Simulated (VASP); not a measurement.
An input for Quantum ESPRESSO's pw.x (written as the equivalent of a VASP run, and not itself run):

```
&CONTROL
  calculation = 'vc-relax'
  pseudo_dir = './pseudo'
  outdir = './out'
  tprnfor = .true.
  tstress = .true.
  nstep = 40
  forc_conv_thr = 0.00078
/
&SYSTEM
  ibrav = 0
  nat = 2
  ntyp = 2
  ecutwfc = 102
  occupations = 'smearing'
  smearing = 'gaussian'
  degauss = 0.003675
  input_dft = 'pz'
/
&ELECTRONS
  conv_thr = 7.3e-08
  electron_maxstep = 100
/
&IONS
/
&CELL
  press = 50
/
ATOMIC_SPECIES
  Cd 112.414 Cd.upf
  Se 78.971 Se.upf
CELL_PARAMETERS angstrom
     0.0000000    3.0120524    3.0120524
     3.0120524    0.0000000    3.0120524
     3.0120524    3.0120524    0.0000000
ATOMIC_POSITIONS crystal
  Cd   0.0000000  0.0000000  0.0000000
  Se   0.2500000  0.2500000  0.2500000
K_POINTS automatic
  8 8 8 0 0 0
```

### Question
Translate this input to VASP (INCAR, KPOINTS, POSCAR, choice of POTCAR).

### Answer
One answer among several that fit: 
File POSCAR:
```
CdSe
1
    0.0000000000     3.0120523567     3.0120523567
    3.0120523567     0.0000000000     3.0120523567
    3.0120523567     3.0120523567     0.0000000000
Cd Se
1 1
Direct
  0.0000000000   0.0000000000   0.0000000000
  0.2500000000   0.2500000000   0.2500000000
```

File KPOINTS:
```
Automatic mesh
0
Gamma
8 8 8
0 0 0
```

**INCAR**
```
# general
SYSTEM  = CdSe
PREC    = Accurate
ENCUT   = 500
LREAL   = F
LASPH   = T

# electronic loop
EDIFF   = 1E-6
NELM    = 100
ALGO    = Normal
LMAXMIX = 4

# smearing
ISMEAR  = 0
SIGMA   = 0.05

# ions
IBRION  = 2
NSW     = 40
ISIF    = 3
EDIFFG  = -0.02
PSTRESS = 50

# output
LWAVE   = F
LCHARG  = F
```

POTCAR, in this order: Cd Se (LDA.64 set). Program: vasp_std.

The two are equivalent in intent, not identical: the potentials are each code's own (VASP's PAW set, PseudoDojo norm-conserving files in pw.x), so ENCUT and ecutwfc are chosen apart and not converted; conv_thr bounds pw.x's estimated SCF error, while EDIFF bounds the energy change between steps; forc_conv_thr acts on force components and is met together with etot_conv_thr.

The compound is CdSe in the zinc blende structure, whereas wurtzite is the usual form. This run relaxes it under an external pressure of 5 GPa. Symmetry was kept, so distortions that lower it aren't found.
